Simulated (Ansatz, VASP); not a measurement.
## Two plane-wave programs on CdSiN2

The input INCAR:

```
PREC = Accurate
ENCUT = 520
EDIFF = 1E-7
ISMEAR = 0
SIGMA = 0.01
LREAL = F
LASPH = T
NELM = 60
ALGO = Normal
ISIF = 2
LWAVE = F
LCHARG = F
GGA = PE
NBANDS = 21
```

The input KPOINTS:

```
regular mesh
0
Gamma
  6 6 4
```

Contents of POSCAR:

```
CdSiN2
1.0
    3.0339884469      0.0000000000      0.0000000000
    0.0000000000      3.0339884469      0.0000000000
    0.0000000000      0.0000000000      5.1102333306
Cd N Si
1 2 1
Direct
    0.0000000000      0.0000000000      0.0000000000
    0.0000000000      0.5000000000      0.3197391371
    0.5000000000      0.0000000000      0.6802608629
    0.5000000000      0.5000000000      0.5000000000
```

Input for Ansatz:

```yaml
crystal:
  lattice:
    - [3.0339884469, 0.0, 0.0]
    - [0.0, 3.0339884469, 0.0]
    - [0.0, 0.0, 5.1102333306]
  atoms:
    - { symbol: Cd, position: [0.0, 0.0, 0.0] }
    - { symbol: "N", position: [0.0, 0.5, 0.3197391371] }
    - { symbol: Si, position: [0.5, 0.5, 0.5] }
    - { symbol: "N", position: [0.5, 0.0, 0.6802608629] }
kpoints:
  mp_grid: { grid: [6, 6, 4] }
hamiltonian:
  xc: pbe
scf:
  occupations: { method: fixed }
output:
  optics:
    e_range: [0, 12]
    de: 0.05
    sigma: 0.1
    bands: { spectra_wanted_up_to: 12 }
```

Alike in both runs: task single point; functional PBE; k mesh 6 × 6 × 4; no spin polarisation.

|  | VASP | Ansatz |
| --- | --- | --- |
| version | VASP 6.6.1 | Ansatz 0.2.0 |
| potentials or method | VASP PAW PBE potentials, release 64 (Cd, N, Si) | plane waves, PAW |
| plane-wave cutoff (eV) | 520 | 420 |
| occupations | gaussian, width 0.01 eV | fixed |
| valence electrons in the cell | 26 | 34 |

Ansatz gave:

| Item | Value |
| --- | --- |
| gap on the k mesh at the Fermi level (eV) | 1.16 |

Q: What did VASP give for the same quantities?

A: gap on the k mesh at the Fermi level (eV): 1.18.

The two sets of potentials don't hold the same shells in valence.

A k mesh can miss the band edges. As with any semilocal functional, this PBE gap is likely too small.
